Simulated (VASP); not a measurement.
Input:

```xyz
2
Lattice="0.0000 2.2762 2.2762 2.2762 0.0000 2.2762 2.2762 2.2762 0.0000" Properties=species:S:1:pos:R:3 pbc="T T T"
B      0.0000     0.0000     0.0000
P      1.1381     1.1381     1.1381
```

Level of theory: optB88-vdW, VASP's PBE PAW potentials (set 64) (plane waves; VASP). Settings: 520 eV cut-off, Gaussian smearing of 0.050 eV, potentials B P.

Question: Estimate the band gap (along the path) with the smallest direct gap where there is one.

Answer: 
* **band gap (along the path)**: 1.42 eV
* **smallest direct gap (along the path)**: 3.50 eV

Only differences to runs with the same potentials and settings are physical.

The compound is BP in the zinc blende structure. It was relaxed first.
